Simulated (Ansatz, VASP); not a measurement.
# Cross-check of SiO2 between VASP and Ansatz, part 2 of 2

One calculation is typed for both programs; each brings its own data sets. How far apart do they land? The cell is taken from a series of runs on this material, whose earlier steps may have relaxed, scaled, displaced or heated it; both programs get it as it stands. Other levels of theory on this material are compared in a session of their own.

VASP 6.6.1 and Ansatz 0.2.0.

So far: The structure; VASP: relaxation of cell and atoms, PBE.

### 3. Ansatz: relaxation of cell and atoms, PBE

Level of this step: Ansatz beside VASP: Kohn-Sham DFT, plane waves, PBE (Ansatz).

Ansatz runs on its PAW soft_1 files.

The same cell, functional and mesh now go to Ansatz, which takes its cutoff from its data sets.

The input, input.yaml:

```yaml
crystal:
  lattice:
    - [4.2357990584, 0.0, 0.0]
    - [0.0, 4.2357990584, 0.0]
    - [0.0, 0.0, 2.6899428354]
  atoms:
    - { symbol: O, position: [0.6930172911, 0.6930172911, 0.0] }
    - { symbol: O, position: [0.1930172911, 0.8069827089, 0.5] }
    - { symbol: O, position: [0.3069827089, 0.3069827089, 0.0] }
    - { symbol: O, position: [0.8069827089, 0.1930172911, 0.5] }
    - { symbol: Si, position: [0.5, 0.5, 0.5] }
    - { symbol: Si, position: [0.0, 0.0, 0.0] }
kpoints:
  mp_grid: { grid: [8, 8, 8] }
hamiltonian:
  xc: pbe
  pseudopotentials: { kind: paw, azcp: { folder: soft_1 } }
scf:
  occupations: { method: fixed }
output:
  forces: true
  stress: true
  eigenvalues: true
relax:
  adjacent_minimum: "off"
  f_tol: 0.001
  max_steps: 60
  cell: { stress_tol: 0.01 }
```

Launch:

```bash
$ ansatz run input.yaml --threads 4 --pin off --max-ram 16384MiB --backend cpu --events-out ev --progress --plain --runs-dir out
```

Numbers of over 12 decimals in the logs are rounded to 6 here.

Output:

```text
Engine: ansatz 0.2.0, x86_64-unknown-linux-gnu
Pseudopotentials: kind: paw
Pseudopotential: O, paw, valence charge 6, recommended cutoff 420 eV (normal), soft_1/O.paw.azcp
Pseudopotential: Si, paw, valence charge 4, recommended cutoff 420 eV (normal), soft_1/Si.paw.azcp
Functional definition: PBE
  parameter kappa = 0.804
  parameter beta = 0.066725
  exchange = pbe_x(kappa = kappa, mu = beta*pi^2/3)
  correlation = pbe_c(beta = beta)
Crystal: 6 atoms, lattice volume = 48.263 Å³
Basis set: ecut = 420 eV, 961 PW (Γ), exchange–correlation on 60×60×36 points (8 copies of the dense FFT grid, shifted against one another)
Bands: 22, of which v1, the nominal top of the filled ones, is band 16 counted from 1 (15 counted from 0)
Symmetry: 16 space group operations
Space group: P42/mnm (ITA 136), of the structure as read, at distance tolerance 3.6e-5 Å
k-points: 75 of 512
Non-local potential: O, projectors of the file, l = 0: 2, l = 1: 2, l = 2: 1
Non-local potential: Si, projectors of the file, l = 0: 2, l = 1: 2, l = 2: 1
PAW form: soft (Blöchl's): semilocal exchange-correlation on the pseudo side does not see the compensation charge
PAW one-centre angular grid: O, 110 points (default); XC on 64 Gauss nodes
PAW one-centre angular grid: Si, 110 points (default); XC on 64 Gauss nodes
Initial density: superposition of atomic densities (chi_scale 0.1, normalization cell, long waves kept (reshape's long-wave potential 0.00 eV rms))
Initial wavefunctions: pseudopotential atomic-orbital guess
Functional: x = pbe(κ = 0.804, μ = 0.219515), c = pbe(β = 0.066725)
SCF iter   1: F=—  HF=-3549.174748 eV  |F-HF|=—  |Δ(HF+E_count)|=         —  Δρ=1.43e-1  dr2=8.08e0  ethr=3.10e-3  ⟨swp⟩=4.3  Hψ=7398  notcnv=0  defer=296
preconditioner: auto → none  [insulator: Δε(μ)=6.197 eV  Ē_g=19.169 eV  n_scr=10 (ndim 8)  ℏωp=30.2 eV  f_vac=0.000  ε∞_Penn≈3.5]
SCF iter   2: F=—  HF=-3547.176524 eV  |F-HF|=—  |Δ(HF+E_count)|=    2.00e0  Δρ=6.62e-2  dr2=7.97e-1  ethr=3.10e-3  ⟨swp⟩=3.2  Hψ=4062  notcnv=0  defer=273
SCF iter   3: F=—  HF=-3547.012453 eV  |F-HF|=—  |Δ(HF+E_count)|=   1.64e-1  Δρ=2.35e-2  dr2=9.55e-2  ethr=2.49e-3  ⟨swp⟩=2.4  Hψ=3049  notcnv=0  defer=299
SCF iter   4: F=—  HF=-3547.043660 eV  |F-HF|=—  |Δ(HF+E_count)|=   3.12e-2  Δρ=1.66e-3  dr2=5.58e-4  ethr=2.98e-4  ⟨swp⟩=2.2  Hψ=1863  notcnv=0  defer=300
SCF iter   5: F=—  HF=-3547.044147 eV  |F-HF|=—  |Δ(HF+E_count)|=   4.87e-4  Δρ=2.21e-4  dr2=6.96e-6  ethr=1.74e-6  ⟨swp⟩=2.1  Hψ=2791  notcnv=0  defer=300
SCF iter   6: F=—  HF=-3547.044051 eV  |F-HF|=—  |Δ(HF+E_count)|=   9.55e-5  Δρ=2.61e-5  dr2=2.20e-7  ethr=2.18e-8  ⟨swp⟩=2.0  Hψ=2755  notcnv=0  defer=145
SCF iter   7: F=-3547.044051 eV  HF=-3547.044051 eV  |F-HF|=3.50e-9  |Δ(HF+E_count)|=   8.62e-8  Δρ=4.27e-6  dr2=3.14e-9  ethr=3.13e-10  ⟨swp⟩=11.1  Hψ=9345  notcnv=0
SCF 1 converged in 7 iterations: F = -3547.044051 eV  dr2 = 3.14e-9
  greatest PAW one-centre occupation: 0.858 electrons in one spin orbital (limit 2), on the O atom at site 3 (counted from 0), in its partial waves of l = 0
relax step   1: F+E_penalty+E_count = -3547.04405114 eV  Δ(F+E_penalty+E_count) = +0.000e0 eV  max|allowed force component| = 4.165e-5 eV/Å  Δτ_max = 0.0000 Å  P = -0.001 GPa  Ω = 48.263 Å³  (7 SCF iters, dr2 threshold 1.00e-7 eV, accepted)
Initial density: handed on by an earlier stage of this run
Initial wavefunctions: pseudopotential atomic-orbital guess (no wavefunctions were taken with the density)
iter 1 solved again at ethr=1.27e-7 eV; its pass at ethr=3.10e-3 eV (dr2=4.07e-5 eV) is discarded
SCF iter   1: F=—  HF=-3547.044159 eV  |F-HF|=—  |Δ(HF+E_count)|=         —  Δρ=4.55e-6  dr2=4.05e-9  ethr=1.27e-7  ⟨swp⟩=3.0  Hψ=12102  notcnv=0  defer=300
eigensolver tolerance schedule: the retry pair's looser diagonalisation over-reported the residual by 10060.96 of it (diagonalisation noise at 0.70 of the residual, at the tolerance the schedule requests for it); recorded, not acted on — ethr = c·dr2/N_el stays at c = 1.0e-1
preconditioner: auto → none  [insulator: Δε(μ)=5.051 eV  Ē_g=18.322 eV  n_scr=10 (ndim 8)  ℏωp=30.2 eV  f_vac=0.000  ε∞_Penn≈3.7]
SCF iter   2: F=—  HF=-3547.044051 eV  |F-HF|=—  |Δ(HF+E_count)|=   1.08e-4  Δρ=3.44e-6  dr2=3.15e-9  ethr=1.26e-11  ⟨swp⟩=3.0  Hψ=3863  notcnv=0  defer=292
SCF iter   3: F=—  HF=-3547.044051 eV  |F-HF|=—  |Δ(HF+E_count)|=  1.42e-10  Δρ=2.06e-6  dr2=7.49e-10  ethr=9.86e-12  ⟨swp⟩=2.5  Hψ=2477  notcnv=0  defer=292
SCF iter   4: F=—  HF=-3547.044051 eV  |F-HF|=—  |Δ(HF+E_count)|=  7.74e-10  Δρ=7.81e-7  dr2=1.54e-10  ethr=2.34e-12  ⟨swp⟩=2.0  Hψ=2715  notcnv=0  defer=292
SCF iter   5: F=—  HF=-3547.044051 eV  |F-HF|=—  |Δ(HF+E_count)|=  3.64e-12  Δρ=3.02e-7  dr2=2.52e-11  ethr=1.00e-12  ⟨swp⟩=1.8  Hψ=2220  notcnv=0  defer=292
SCF iter   6: F=—  HF=-3547.044051 eV  |F-HF|=—  |Δ(HF+E_count)|=  1.82e-12  Δρ=1.10e-7  dr2=2.83e-12  ethr=1.00e-12  ⟨swp⟩=1.0  Hψ=1515  notcnv=0  defer=292
SCF iter   7: F=-3547.044051 eV  HF=-3547.044051 eV  |F-HF|=4.55e-13  |Δ(HF+E_count)|=  1.82e-12  Δρ=3.33e-8  dr2=1.95e-13  ethr=1.00e-12  ⟨swp⟩=11.4  Hψ=9689  notcnv=0
SCF 2 converged in 7 iterations: F = -3547.044051 eV  dr2 = 1.95e-13
relax step   2: F+E_penalty+E_count = -3547.04405114 eV  Δ(F+E_penalty+E_count) = -7.276e-10 eV  max|allowed force component| = 3.419e-5 eV/Å  Δτ_max = 0.0000 Å  P = -0.001 GPa  Ω = 48.263 Å³  stress off target by 3.00e-3 GPa  SCF on the basis re-selected at this cell (its energy is not comparable with the rows above)  (7 SCF iters)
basis re-selected at this cell: Δ(F+E_penalty+E_count) = -7.276e-10 eV, ΔP = +0.000 GPa vs the last step (what re-selecting the basis moved, of the pressure what is left beyond the Pulay correction that the steps carried, after the strain that the cell walked since its last selection, with what the two solves' SCF thresholds leave and, on support functions, any second-order correction that the steps lacked; it is no  [...]
SCF converged after 7 iterations
Free energy (F): -3547.044051 eV
Harris-Foulkes:  -3547.044051 eV  (|F-HF|=4.55e-13)
Internal energy: -3547.044051 eV  (E = F + TS)
E sigma→0 (E₀):  -3547.044051 eV
Fermi energy:    9.958653 eV
--- Per-component energies (eV) ---
  E_band       = 51.727488
  E_kinetic    = 783.474675
  E_local      = -1229.552318  (includes V_loc(G=0)·N_el)
  E_nonlocal   = 249.019768
  E_hartree    = 449.430652
  E_xc         = -404.323471
  E_vxc        = -468.611725  (∫ρ·V_xc dr)
  E_paw        = -1677.690161  (= ΣΔE_a)
  E_vpaw       = -181.467444  (= ΣTr[D̂ρ^β])
  E_aug_tail   = 0.003233  (compensation charges beyond the density's cutoff)
  E_ewald      = -1717.406430
  E_smearing   = -0.000000  (= −TS)
  E_closure    = 0.000000  (closes the sum)
  Σ components = -3547.044051   (vs F -3547.044051, Δ=0.00e0)
--- Forces (eV/Å), atoms counted from 1 ---
  atom   1  O     -0.00003419    -0.00003419     0.00000000
  atom   2  O     -0.00003419     0.00003419     0.00000000
  atom   3  O      0.00003419     0.00003419     0.00000000
  atom   4  O      0.00003419    -0.00003419     0.00000000
  atom   5  Si     0.00000000     0.00000000     0.00000000
  atom   6  Si     0.00000000    -0.00000000     0.00000000
  max |Σ_I F_I| component: 1.73e-18 eV/Å
--- Stress (GPa, compression-positive) ---
       -0.000408       0.000000       0.000000
        0.000000      -0.000408       0.000000
        0.000000       0.000000      -0.003002
  P = ⅓ Tr σ = -0.0013 GPa (-0.013 kbar)
--- Band table (eV; the first three rows and the last of 75) ---
  k-point 0: bands = [... 12 lower, 7.4625, 9.1071, 9.1071, 9.9587, 15.0098, 16.6014, 18.2798, 18.2798, ... 2 higher]
  k-point 1: bands = [... 12 lower, 6.7310, 8.9657, 8.9657, 9.7866, 15.7570, 17.6384, 19.1408, 19.1408, ... 2 higher]
  k-point 2: bands = [... 12 lower, 5.5997, 8.5144, 8.5144, 9.2349, 16.9695, 19.4992, 19.9852, 20.9311, ... 2 higher]
  k-point 74: bands = [... 12 lower, 8.2303, 8.2303, 8.4906, 8.4906, 16.8042, 16.8042, 20.6590, 20.6590, ... 2 higher]
--- Relaxed structure (1 steps of the walk, 1 accepted, 1 SCFs on fresh bases) ---
  F+E_penalty+E_count = -3547.04405114 eV   max|allowed force component| = 3.419e-5 eV/Å   (the final SCF, on the basis selected at the relaxed cell)
  cell:  # Å, volume = 48.2629 Å³
    - [4.2357990584, 0.0, 0.0]
    - [0.0, 4.2357990584, 0.0]
    - [0.0, 0.0, 2.6899428354]
  atoms:
    - { symbol: O, position: [0.693017, 0.693017, 0.0] }
    - { symbol: O, position: [0.1930172911, 0.8069827089, 0.5] }
    - { symbol: O, position: [0.3069827089, 0.3069827089, 0.0] }
    - { symbol: O, position: [0.8069827089, 0.1930172911, 0.5] }
    - { symbol: Si, position: [0.5, 0.5, 0.5] }
    - { symbol: Si, position: [0.0, 0.0, 0.0] }
```

In the SCF lines HF is the Harris–Foulkes energy and dr2 the Hartree energy of the density residual, in eV; the loop may stop once dr2 is under the threshold and the program's other checks hold. Hψ counts applications of the Hamiltonian.

### 4. Differences

Known differences besides the potentials themselves: fixed occupations in Ansatz, narrow Gaussian smearing in VASP; the cutoff is 420 eV in Ansatz and 600 eV in VASP; Ansatz adds a Pulay correction to the stress that steers its cell, VASP none. Total energies have different zeros and are not compared.

Compared:

```
                                         quantity  Ansatz   VASP  difference
                                      volume (Å³)   48.26  48.20     +0.13 %
edge a after relaxation, in the typed setting (Å)   4.236  4.231     +0.12 %
edge c after relaxation, in the typed setting (Å)   2.690  2.693     -0.10 %
```

### 5. What came out

| Quantity | Value |
| --- | --- |
| difference in volume (relaxation of cell and atoms, PBE) | 0.13 % |

In words: The difference in volume is 0.13 % (relaxation of cell and atoms, PBE), within the 1.2 % picked in this series as the mark of a large difference, as far as the stopping tolerances let one tell. 13 further runs of this series are not shown here. How closely two codes agree says nothing of how well the functional describes the real material.

[Lines on the potential files, build, host, timing and source positions are cut from VASP's logs without a mark.]

[Logs are printed without paths, hosts, clocks, repeated set-up lines and the standing remarks that a program may print on its own settings, such as how far it seeks lower states.]

[Hosts, paths, dates, database ids (printed as entryN), source tags and the programs' standing remarks are cut or masked in the printed files.]
